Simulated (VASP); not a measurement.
# TiSi2 with rev-vdW-DF2: from relaxation to properties, part 4 of 5

Wanted: the relaxed cell of TiSi2 and its properties. The start is a cell from a database of measured crystal structures.

VASP 6.6.1, plane waves and PAW; the level of theory is named at each step.

So far. Step 4 (Bands along the symmetry lines (rev-vdW-DF2)): Of the bands kept, 4 cross the Fermi level on this path. Step 5 (Density of states (rev-vdW-DF2)): The finer mesh and the other smearing move the Fermi level by -0.09 eV from the 6×6×6 run, one measure of the sampling error in the zero of the bands above. Of the states within 0.3 eV of the Fermi level, the largest shares in the PAW spheres are Ti d 51 % and Si p 10 %. The rest lies in smaller channels or between the spheres.

**6. Independent-particle dielectric function (rev-vdW-DF2)**

Level of this step: rev-vdW-DF2; plane waves and PAW (Ti_sv, Si) (VASP).

LOPTICS sums transitions from filled to empty bands. NBANDS is raised for it.

INCAR

```
SYSTEM = TiSi2
PREC = Accurate
ENCUT = 400
EDIFF = 1E-06
NELM = 100
ISMEAR = 0
SIGMA = 0.05
LREAL = .FALSE.
ALGO = Normal
GGA = MK
AGGAC = 0
LUSE_VDW = .TRUE.
PARAM1 = 0.1234
PARAM2 = 0.711357
ZAB_VDW = -1.8867
LASPH = .TRUE.
NBANDS = 68
LORBIT = 11
LWAVE = .FALSE.
LCHARG = .FALSE.
KPAR = 4
LOPTICS = .TRUE.
NEDOS = 1500
CSHIFT = 0.1
```

POSCAR

```
TiSi2
1.0
    0.0000000000      4.1320296154      4.2596087790
    2.4024027494      0.0000000000      4.2596087790
    2.4024027494      4.1320296154      0.0000000000
Ti Si
2 4
Direct
    0.7500000000      0.7500000000      0.7500000000
    0.5000000000      0.5000000000      0.5000000000
    0.0853890933      0.4146109067      0.0853890933
    0.4146109067      0.0853890933      0.4146109067
    0.1646109067      0.8353890933      0.1646109067
    0.8353890933      0.1646109067      0.8353890933
```

KPOINTS

```
Automatic mesh
0
Gamma
9 9 9
0 0 0
```

The projector-augmented-wave data sets are Ti_sv and Si (PBE family, release 64).

Started as:

```sh
$ mpirun -np 4 vasp_std
```

Log:

```text
[... set-up lines as in an earlier step ...]
 entering main loop
       N       E                     dE             d eps       ncg     rms          rms(c)
DAV:   1     0.345694238443E+03    0.34569E+03   -0.12005E+04 17016   0.522E+02
DAV:   2     0.548616494955E+01   -0.34021E+03   -0.31588E+03 17216   0.179E+02
DAV:   3    -0.326184275967E+02   -0.38105E+02   -0.36553E+02 22028   0.578E+01
DAV:   4    -0.349471021008E+02   -0.23287E+01   -0.22829E+01 22680   0.126E+01
DAV:   5    -0.350383493179E+02   -0.91247E-01   -0.91185E-01 19656   0.224E+00    0.182E+01
DAV:   6    -0.323846006982E+02    0.26537E+01   -0.66180E+00 20092   0.170E+01    0.685E+00
DAV:   7    -0.316553900187E+02    0.72921E+00   -0.13621E+00 20596   0.755E+00    0.508E+00
DAV:   8    -0.316001011098E+02    0.55289E-01   -0.21299E-01 22304   0.295E+00    0.158E+00
DAV:   9    -0.315737613336E+02    0.26340E-01   -0.94118E-02 20356   0.199E+00    0.634E-01
DAV:  10    -0.315703294859E+02    0.34318E-02   -0.88597E-03 20112   0.471E-01    0.135E-01
DAV:  11    -0.315704500873E+02   -0.12060E-03   -0.10116E-03 20604   0.992E-02    0.830E-02
DAV:  12    -0.315704299807E+02    0.20107E-04   -0.51448E-05 19656   0.392E-02    0.115E-02
DAV:  13    -0.315704275582E+02    0.24224E-05   -0.26825E-06 19348   0.595E-03    0.120E-02
DAV:  14    -0.315704267263E+02    0.83197E-06   -0.70503E-07 14244   0.430E-03
   1 F= -.31570427E+02 E0= -.31568768E+02  d E =-.331814E-02
 optical routines
 imaginary and real dielectric function
 recalculating local potential from charge density
 direction            1
 direction            2
 direction            3
```

Wall time 3.6 min (4 MPI ranks of Intel Xeon Platinum 8259CL at 2.50GHz (Skylake/Cascade Lake), shared host); peak memory 3.3 GiB.

Parts of OUTCAR (step 6):

```text
   k-points           NKPTS =    125   k-points in BZ     NKDIM =    125   number of bands    NBANDS=     68

   NELECT =      40.0000    total number of electrons

 E-fermi :  10.0315

 k-point     1 :       0.0000    0.0000    0.0000
  band No.  band energies     occupation
    ...
     17       7.8208      2.00000
     18       7.9940      2.00000
     19       8.2733      2.00000
     20       8.6297      2.00000
     21       9.1114      2.00000
     22      12.0390      0.00000
     23      13.0968      0.00000
     24      13.2827      0.00000
     25      13.3808      0.00000
     26      13.5039      0.00000
    ...

  Total       -0.0645997     -0.4061822      0.5469776      0.0000000      0.0000000      0.0000000
  in kB       -1.2238610     -7.6952463     10.3626581      0.0000000      0.0000000      0.0000000
  external PRESSURE =       0.4811836 kB  Pullay stress =       0.0000000 kB

 POSITION                                       TOTAL-FORCE (eV/Angst)
 -----------------------------------------------------------------------------------
      3.60360      6.19804      6.38941        -0.000000     -0.000000     -0.000000
      2.40240      4.13203      4.25961        -0.000000     -0.000000      0.000000
      1.20120      0.70566      2.12980         0.000000      0.036609      0.000000
      1.20120      3.42637      2.12980         0.000000     -0.036609      0.000000
      2.40240      1.36035      4.25961         0.000000     -0.036609     -0.000000
      2.40240      6.90370      4.25961         0.000000      0.036609     -0.000000
 -----------------------------------------------------------------------------------
    total drift:                               -0.000000     -0.000000      0.000000

  FREE ENERGIE OF THE ION-ELECTRON SYSTEM (eV)
  ---------------------------------------------------
  free  energy   TOTEN  =       -31.5704267263 eV

  energy  without entropy=      -31.5671085851  energy(sigma->0) =      -31.56876766

Total vdW correction in eV:      4.6622253

Total vdW correction in eV:      4.6622253

 plasma frequency squared (from intraband transitions) (eV^2)
  --------------------------------------------------------------------------------------
      27.659       0.000       0.000
       0.000      14.920       0.000
       0.000       0.000      40.566

[... 8 parts as in an earlier step ...]

[... 8 further parts left out ...]
```

These are independent-particle spectra without excitons or local fields, and fine structure depends on the mesh and on CSHIFT. The intraband (Drude) part is not in this spectrum.

Numbers from this step:

```
bands                   : 68
energy at zero smearing : -31.57 eV
Fermi energy            : 10.03 eV
pressure                : 0.04812 GPa
```

The imaginary dielectric function has structure finer than the step of the table below, so its rows give means over 1 eV, whole bins alone (the curve runs from 0 to 25.0 eV). Peaks (eV: height): xx 0.1: 21.4, 1.3: 28.8, 4.9: 22.2; yy 0.1: 28.6, 0.8: 29.1, 4.9: 22.3; zz 0.1: 28.2, 0.7: 33.1, 1.1: 28.2, 3.7: 27.6.

The imaginary dielectric function by photon energy; means over each step:

| photon energy (eV) | xx | yy | zz |
| --- | --- | --- | --- |
| 1 | 18.2 | 23.3 | 26.5 |
| 2 | 18.3 | 20.6 | 19.4 |
| 3 | 19.7 | 16.1 | 21.1 |
| 4 | 20.0 | 16.4 | 23.5 |
| 5 | 21.1 | 20.8 | 19.1 |
| 6 | 13.9 | 14.3 | 12.5 |
| 7 | 6.44 | 6.01 | 6.37 |
| 8 | 3.28 | 3.30 | 3.13 |
| 9 | 2.04 | 1.98 | 1.88 |
| 10 | 1.13 | 1.24 | 1.22 |
| 11 | 0.752 | 0.942 | 0.915 |
| 12 | 0.498 | 0.613 | 0.607 |
| 13 | 0.347 | 0.460 | 0.434 |
| 14 | 0.270 | 0.350 | 0.324 |
| 15 | 0.207 | 0.245 | 0.228 |
| 16 | 0.162 | 0.185 | 0.175 |
| 17 | 0.128 | 0.143 | 0.142 |
| 18 | 0.0971 | 0.115 | 0.120 |
| 19 | 0.0872 | 0.0958 | 0.107 |
| 20 | 0.0813 | 0.0872 | 0.106 |
| 21 | 0.0784 | 0.0771 | 0.0928 |
| 22 | 0.0724 | 0.0739 | 0.0773 |
| 23 | 0.0685 | 0.0741 | 0.0713 |
| 24 | 0.0681 | 0.0726 | 0.0654 |

Real dielectric function against photon energy:

```csv
photon energy (eV),xx,yy,zz
0,64.6,73.6,83.7
1,31.7,21.8,27.4
2,14.9,14.4,13.8
3,11.3,7.08,14.7
4,6.24,8.51,0.912
5,-2.06,-0.998,-6.07
6,-10.4,-9.38,-7.85
7,-8.07,-7.85,-8.91
8,-6.16,-5.77,-6.25
9,-4.50,-4.18,-4.40
10,-3.38,-3.06,-3.13
11,-2.45,-2.29,-2.40
12,-1.79,-1.75,-1.81
13,-1.31,-1.23,-1.31
14,-0.909,-0.909,-0.986
15,-0.621,-0.619,-0.694
16,-0.393,-0.382,-0.423
17,-0.200,-0.181,-0.221
18,-0.0471,-0.0338,-0.0661
19,0.103,0.109,0.0745
20,0.219,0.221,0.184
21,0.309,0.318,0.267
22,0.386,0.403,0.353
23,0.465,0.480,0.433
24,0.529,0.532,0.495
```

**7. Volume scan with rev-vdW-DF2**

An equation of state needs energies on both sides of the minimum, all on one mesh and cutoff.

Edit INCAR of step 6 so:

```diff
@@ -16,3 +16,3 @@
 LASPH = .TRUE.
-NBANDS = 68
+NBANDS = 26
 LORBIT = 11
@@ -21,4 +21,2 @@
 KPAR = 4
-LOPTICS = .TRUE.
-NEDOS = 1500
-CSHIFT = 0.1
+ISIF = 2
```

Edit POSCAR of step 6 so:

```diff
@@ -2,5 +2,5 @@
 1.0
-    0.0000000000      4.1320296154      4.2596087790
-    2.4024027494      0.0000000000      4.2596087790
-    2.4024027494      4.1320296154      0.0000000000
+    0.0000000000      4.0476788120      4.1726535885
+    2.3533603609      0.0000000000      4.1726535885
+    2.3533603609      4.0476788120      0.0000000000
 Ti Si
```

KPOINTS

```
Automatic mesh
0
Gamma
6 6 6
0 0 0
```

Started as:

```sh
$ mpirun -np 4 vasp_std
```

Log:

```text
[... set-up lines as in an earlier step ...]
 entering main loop
       N       E                     dE             d eps       ncg     rms          rms(c)
DAV:   1     0.364660534548E+03    0.36466E+03   -0.16689E+04  2392   0.139E+03
DAV:   2     0.106491096057E+02   -0.35401E+03   -0.34785E+03  2408   0.423E+02
DAV:   3    -0.316606587544E+02   -0.42310E+02   -0.41506E+02  4240   0.123E+02
DAV:   4    -0.344594638258E+02   -0.27988E+01   -0.27916E+01  3296   0.294E+01
DAV:   5    -0.346188426054E+02   -0.15938E+00   -0.15935E+00  3770   0.607E+00    0.198E+01
DAV:   6    -0.319261603931E+02    0.26927E+01   -0.33724E+01  3420   0.433E+01    0.672E+00
DAV:   7    -0.314906480663E+02    0.43551E+00   -0.60277E+00  3184   0.185E+01    0.547E+00
DAV:   8    -0.314435239354E+02    0.47124E-01   -0.57832E-01  3294   0.619E+00    0.930E-01
DAV:   9    -0.314384160335E+02    0.51079E-02   -0.90494E-02  3384   0.257E+00    0.432E-01
DAV:  10    -0.314389782204E+02   -0.56219E-03   -0.29014E-03  3186   0.442E-01    0.176E-01
DAV:  11    -0.314390291983E+02   -0.50978E-04   -0.16606E-03  3748   0.311E-01    0.105E-01
DAV:  12    -0.314390031254E+02    0.26073E-04   -0.49622E-04  3384   0.178E-01    0.163E-02
DAV:  13    -0.314389998665E+02    0.32589E-05   -0.31653E-05  3284   0.498E-02    0.892E-03
DAV:  14    -0.314389993535E+02    0.51306E-06   -0.93443E-07  2248   0.856E-03
   1 F= -.31438999E+02 E0= -.31437804E+02  d E =-.239126E-02
```

Elapsed: 2 min, on 4 MPI ranks; peak memory 1.8 GiB; 5.4 min of CPU time.

OUTCAR, selected parts (step 7):

```text
   ENCUT  =  400.0 eV  29.40 Ry    5.42 a.u.   9.48  7.81  7.64*2*pi/ulx,y,z

   NELECT =      40.0000    total number of electrons

 E-fermi :  10.8446

 k-point     1 :       0.0000    0.0000    0.0000
  band No.  band energies     occupation
    ...
     17       8.4604      2.00000
     18       8.7324      2.00000
     19       9.0042      2.00000
     20       9.3522      2.00000
     21       9.7940      2.00000
     22      12.9663      0.00000
     23      14.1020      0.00000
     24      14.4366      0.00000
     25      14.4936      0.00000
     26      14.5999      0.00000

Total vdW correction in eV:      4.5327392

  Total        4.8786352      4.3196175      6.0077074      0.0000000      0.0000000      0.0000000
  in kB       98.3268490     87.0600807    121.0828272      0.0000000      0.0000000      0.0000000
  external PRESSURE =     102.1565856 kB  Pullay stress =       0.0000000 kB

 POSITION                                       TOTAL-FORCE (eV/Angst)
 -----------------------------------------------------------------------------------
      3.53004      6.07152      6.25898        -0.000000      0.000000     -0.000000
      2.35336      4.04768      4.17265         0.000000      0.000000      0.000000
      1.17668      0.69126      2.08633        -0.000000     -0.008461      0.000000
      1.17668      3.35642      2.08633        -0.000000      0.008461      0.000000
      2.35336      1.33258      4.17265         0.000000      0.008461      0.000000
      2.35336      6.76277      4.17265         0.000000     -0.008461      0.000000
 -----------------------------------------------------------------------------------
    total drift:                               -0.000000     -0.000000      0.000000

  FREE ENERGIE OF THE ION-ELECTRON SYSTEM (eV)
  ---------------------------------------------------
  free  energy   TOTEN  =       -31.4389993535 eV

  energy  without entropy=      -31.4366080904  energy(sigma->0) =      -31.43780372

Total vdW correction in eV:      4.5326941

[... 4 parts as in an earlier step ...]

[... 12 further parts left out ...]
```

The scan keeps the cell's shape and the fractional positions fixed.

This step gave:

```yaml
bands: 26
irreducible_k_points: 46
free_energy_toten: -31.44 eV
energy_at_zero_smearing: -31.44 eV
fermi_energy: 10.84 eV
pressure: 10.22 GPa
```

The pressure here is 10.22 GPa.

**8. Volume scan with rev-vdW-DF2 (run 2)**

INCAR is that of step 7.

Edit POSCAR of step 7 so:

```diff
@@ -2,5 +2,5 @@
 1.0
-    0.0000000000      4.0476788120      4.1726535885
-    2.3533603609      0.0000000000      4.1726535885
-    2.3533603609      4.0476788120      0.0000000000
+    0.0000000000      4.0761845316      4.2020394411
+    2.3699338672      0.0000000000      4.2020394411
+    2.3699338672      4.0761845316      0.0000000000
 Ti Si
```

KPOINTS is that of step 7.

Started as:

```sh
$ mpirun -np 4 vasp_std
```

Log:

```text
[... set-up lines as in an earlier step ...]
 entering main loop
       N       E                     dE             d eps       ncg     rms          rms(c)
DAV:   1     0.359428816232E+03    0.35943E+03   -0.16642E+04  2392   0.138E+03
DAV:   2     0.981792790931E+01   -0.34961E+03   -0.34320E+03  2402   0.421E+02
DAV:   3    -0.318023749157E+02   -0.41620E+02   -0.40888E+02  4224   0.122E+02
DAV:   4    -0.346296573012E+02   -0.28273E+01   -0.28176E+01  3272   0.294E+01
DAV:   5    -0.347995020151E+02   -0.16984E+00   -0.16982E+00  3774   0.628E+00    0.193E+01
DAV:   6    -0.320709757642E+02    0.27285E+01   -0.35608E+01  3446   0.437E+01    0.667E+00
DAV:   7    -0.315860773023E+02    0.48490E+00   -0.66506E+00  3206   0.191E+01    0.528E+00
DAV:   8    -0.315361585795E+02    0.49919E-01   -0.64284E-01  3292   0.644E+00    0.976E-01
DAV:   9    -0.315292773918E+02    0.68812E-02   -0.10536E-01  3358   0.274E+00    0.427E-01
DAV:  10    -0.315298171941E+02   -0.53980E-03   -0.31231E-03  3188   0.463E-01    0.177E-01
DAV:  11    -0.315298497989E+02   -0.32605E-04   -0.20578E-03  3800   0.340E-01    0.107E-01
DAV:  12    -0.315298135431E+02    0.36256E-04   -0.58443E-04  3406   0.187E-01    0.152E-02
DAV:  13    -0.315298104006E+02    0.31426E-05   -0.33352E-05  3268   0.504E-02    0.945E-03
DAV:  14    -0.315298099050E+02    0.49557E-06   -0.10285E-06  2284   0.899E-03
   1 F= -.31529810E+02 E0= -.31528560E+02  d E =-.250024E-02
```

It took 2 min on 4 MPI ranks; peak memory 1.8 GiB; 5.4 min of CPU time.

Parts of OUTCAR (step 8):

```text
   ENCUT  =  400.0 eV  29.40 Ry    5.42 a.u.   9.55  7.87  7.69*2*pi/ulx,y,z

   NELECT =      40.0000    total number of electrons

 E-fermi :  10.5832

 k-point     1 :       0.0000    0.0000    0.0000
  band No.  band energies     occupation
    ...
     17       8.2391      2.00000
     18       8.4749      2.00000
     19       8.7501      2.00000
     20       9.1019      2.00000
     21       9.5594      2.00000
     22      12.6468      0.00000
     23      13.7563      0.00000
     24      14.0694      0.00000
     25      14.0720      0.00000
     26      14.3328      0.00000

Total vdW correction in eV:      4.5765623

  Total        3.1444925      2.8008058      3.8788969      0.0000000      0.0000000      0.0000000
  in kB       62.0555984     55.2730450     76.5488440      0.0000000      0.0000000      0.0000000
  external PRESSURE =      64.6258291 kB  Pullay stress =       0.0000000 kB

 POSITION                                       TOTAL-FORCE (eV/Angst)
 -----------------------------------------------------------------------------------
      3.55490      6.11428      6.30306         0.000000      0.000000      0.000000
      2.36993      4.07618      4.20204        -0.000000     -0.000000     -0.000000
      1.18497      0.69612      2.10102         0.000000     -0.004434      0.000000
      1.18497      3.38006      2.10102         0.000000      0.004434      0.000000
      2.36993      1.34197      4.20204        -0.000000      0.004434     -0.000000
      2.36993      6.81040      4.20204        -0.000000     -0.004434     -0.000000
 -----------------------------------------------------------------------------------
    total drift:                               -0.000000     -0.000000      0.000000

  FREE ENERGIE OF THE ION-ELECTRON SYSTEM (eV)
  ---------------------------------------------------
  free  energy   TOTEN  =       -31.5298099050 eV

  energy  without entropy=      -31.5273096651  energy(sigma->0) =      -31.52855979

Total vdW correction in eV:      4.5765052

[... 4 parts as in an earlier step ...]

[... 12 further parts left out ...]
```

This step gave:

* free energy (TOTEN): -31.53 eV
* energy at zero smearing: -31.53 eV
* Fermi energy: 10.58 eV
* pressure: 6.463 GPa

The pressure falls from 10.22 to 6.46 GPa.

The run ends at a pressure of 6.46 GPa, with forces up to 0.0044 eV/Å.

**9. Volume scan with rev-vdW-DF2 (run 3)**

INCAR is that of step 8.

Edit POSCAR of step 8 so:

```diff
@@ -2,5 +2,5 @@
 1.0
-    0.0000000000      4.0761845316      4.2020394411
-    2.3699338672      0.0000000000      4.2020394411
-    2.3699338672      4.0761845316      0.0000000000
+    0.0000000000      4.1042970374      4.2310199392
+    2.3862787552      0.0000000000      4.2310199392
+    2.3862787552      4.1042970374      0.0000000000
 Ti Si
```

KPOINTS is that of step 8.

Started as:

```sh
$ mpirun -np 4 vasp_std
```

Log:

```text
[... set-up lines as in an earlier step ...]
 entering main loop
       N       E                     dE             d eps       ncg     rms          rms(c)
DAV:   1     0.358980094942E+03    0.35898E+03   -0.16649E+04  2400   0.137E+03
DAV:   2     0.972607565149E+01   -0.34925E+03   -0.34358E+03  2394   0.420E+02
DAV:   3    -0.319538844008E+02   -0.41680E+02   -0.41133E+02  4256   0.122E+02
DAV:   4    -0.347676535530E+02   -0.28138E+01   -0.28056E+01  3264   0.290E+01
[...]
DAV:  12    -0.315829512238E+02    0.38354E-04   -0.58716E-04  3450   0.185E-01    0.133E-02
DAV:  13    -0.315829486109E+02    0.26128E-05   -0.28191E-05  3266   0.463E-02    0.907E-03
DAV:  14    -0.315829480865E+02    0.52441E-06   -0.10617E-06  2316   0.912E-03
   1 F= -.31582948E+02 E0= -.31581636E+02  d E =-.262365E-02
```

Elapsed: 2 min, on 4 MPI ranks; peak memory 1.8 GiB; 5.4 min of CPU time.

From OUTCAR (step 9):

```text
  Total        1.5246807      1.3796031      1.8806973      0.0000000      0.0000000      0.0000000
  in kB       29.4750441     26.6704106     36.3575365      0.0000000      0.0000000      0.0000000
  external PRESSURE =      30.8343304 kB  Pullay stress =       0.0000000 kB

 POSITION                                       TOTAL-FORCE (eV/Angst)
 -----------------------------------------------------------------------------------
      3.57942      6.15645      6.34653         0.000000      0.000000      0.000000
      2.38628      4.10430      4.23102         0.000000      0.000000      0.000000
      1.19314      0.70092      2.11551         0.000000     -0.001185     -0.000000
      1.19314      3.40337      2.11551         0.000000      0.001185     -0.000000
      2.38628      1.35122      4.23102        -0.000000      0.001185      0.000000
      2.38628      6.85737      4.23102        -0.000000     -0.001185      0.000000
 -----------------------------------------------------------------------------------
    total drift:                               -0.000000     -0.000000      0.000000

  FREE ENERGIE OF THE ION-ELECTRON SYSTEM (eV)
  ---------------------------------------------------
  free  energy   TOTEN  =       -31.5829480865 eV

  energy  without entropy=      -31.5803244375  energy(sigma->0) =      -31.58163626

[... 1 part as in an earlier step ...]

[... 2 further parts left out ...]
[key lines of the parts left out:]
E-fermi :  10.3309
```

The pressure falls from 6.46 to 3.08 GPa.

The run ends at a pressure of 3.08 GPa, with forces up to 0.0012 eV/Å.

(Continued in part 5 of 5.)

[Lines on the potential files, build, host, timing and source positions are cut from VASP's logs without a mark.]

[Logs are printed without paths, hosts, clocks, repeated set-up lines and the standing remarks that a program may print on its own settings, such as how far it seeks lower states.]

[Hosts, paths, dates, database ids (printed as entryN), source tags and the programs' standing remarks are cut or masked in the printed files.]

[A measured line is paired with the nearest computed mode of its activity, which favours agreement.]
